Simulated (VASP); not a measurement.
Input:

```
Cd
1.0
    1.47772    -2.55949     0.00000
    1.47772     2.55949     0.00000
    0.00000     0.00000     5.46958
Cd
2
Direct
  0.33333   0.66667   0.25000
  0.66667   0.33333   0.75000
```

Calculation: PBEsol GGA, VASP's PBE PAW potentials (set 64) (plane waves; VASP). Run with 480 eV cut-off, 14×14×6 Γ-centred mesh, first-order Methfessel-Paxton smearing of 0.10 eV, potentials Cd.

Each row applies one change to this cell, which was relaxed at other settings and keeps the small stress of the first row; at a fixed cut-off the stress holds a Pulay part, so it need not integrate to ΔE exactly. Stress is in GPa, positive when the cell is compressed.

| change | ΔE (meV/atom) | σxx | σyy | σzz | largest shear component, with its sign (GPa) | largest force (eV/Å) |
|---|---|---|---|---|---|---|
| none | 0.0 | 1.56 | 1.56 | 0.27 | 0.00 | 0.000 |
| isotropic strain of +1.5 % | 1.3 | -1.44 | -1.44 | -1.78 | 0.00 | 0.000 |
| atom 2 (Cd) moved by 0.075 Å along z | 3.3 | 1.66 | 1.66 | 0.45 | 0.00 | 0.177 |
| isotropic strain of -2.0 % | 26.8 | 7.18 | 7.18 | 3.80 | 0.00 | 0.000 |
| isotropic strain of +4.0 % | 33.4 | -4.72 | -4.72 | -3.89 | 0.00 | 0.000 |
| atom 2 (Cd) moved by -0.075 Å along y | 0.5 | 1.41 | 1.76 | 0.29 | 0.00 | 0.027 |
| atom 1 (Cd) moved by 0.150 Å along y | 2.0 | 1.28 | 2.04 | 0.34 | 0.00 | 0.048 |

Failed runs are left out, and for metals the shear rows, which the mesh's noise covers.

The compound is Cd in the hcp structure.
